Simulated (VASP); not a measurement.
Here is the system:

```
CELL_PARAMETERS angstrom
      0.00000     3.01544     3.01544
      3.01544     0.00000     3.01544
      3.01544     3.01544     0.00000
ATOMIC_POSITIONS crystal
  Cd 0.00000 0.00000 0.00000
  Se 0.25000 0.25000 0.25000
```

The numbers are results of revTPSS meta-GGA, VASP's PBE PAW potentials (set 64) (plane waves; VASP 6.6.1), not measurements. Settings: 520 eV cut-off, 8×8×8 Γ-centred mesh, Gaussian smearing of 0.050 eV, potentials Cd Se.

### Question
Give the stress tensor in GPa (positive for a compressed cell).

### Answer

```
3.40  0.00  0.00
0.00  3.40  0.00
0.00  0.00  3.40
```
The pressure is its mean diagonal, 3.40 GPa.

The compound is CdSe in the zinc blende structure, whereas wurtzite is the usual form. This cell is one point of a volume scan, at 0.94 of the reference volume.
